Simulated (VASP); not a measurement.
Method: PBE GGA, VASP's PBE PAW potentials (set 64) (plane waves; VASP).

VASP ran on this input.

KPOINTS:
```
Automatic mesh
0
gamma
 6 6 6
```

### INCAR
```
SYSTEM = SrTe
PREC = Accurate
ENCUT = 480
EDIFF = 1E-7
NELM = 100
ALGO = Normal
LREAL = .FALSE.
LASPH = .TRUE.
ISMEAR = 0
SIGMA = 0.05
GGA = PE
LMAXMIX = 4
LWAVE = .FALSE.
LCHARG = .FALSE.
ISIF = 2
```

POSCAR:
```
SrTe
4.7542910
  0.0000000000   0.7071068201   0.7071068201
  0.7071068201   0.0000000000   0.7071068201
  0.7071068201   0.7071068201   0.0000000000
Sr Te
1 1
Direct
  0.0000000000   0.0000000000   0.0000000000
  0.5000000000   0.5000000000   0.5000000000
```

POTCAR, in this order: Sr_sv Te (PBE.64 set). Program: vasp_std.

Unless said otherwise, spin-orbit coupling is left out, though it shifts the bands of the heavy elements here.

**Question.** Estimate the energy per atom (σ→0), band gap (on the k-mesh).

**Answer.** 
```
Property                          Result
------------------------  --------------
energy per atom (σ→0)     -4.134 eV/atom
band gap (on the k-mesh)         1.77 eV
```

OSZICAR:
```
...
DAV:   7    -0.826797186931E+01   -0.53715E-02   -0.23182E-01   532   0.319E+00    0.970E-01
DAV:   8    -0.826732853248E+01    0.64334E-03   -0.27530E-02   476   0.832E-01    0.278E-01
DAV:   9    -0.826759426177E+01   -0.26573E-03   -0.95122E-04   500   0.245E-01    0.891E-02
DAV:  10    -0.826781065990E+01   -0.21640E-03   -0.17447E-04   460   0.930E-02    0.188E-02
DAV:  11    -0.826783720407E+01   -0.26544E-04   -0.28465E-05   460   0.360E-02    0.236E-02
DAV:  12    -0.826783807167E+01   -0.86760E-06   -0.23827E-06   564   0.896E-03    0.287E-03
DAV:  13    -0.826783810661E+01   -0.34946E-07   -0.34141E-07   468   0.333E-03
   1 F= -.82678381E+01 E0= -.82678381E+01  d E =-.622474E-16
```

The compound is SrTe in the rock salt structure. It was relaxed first.
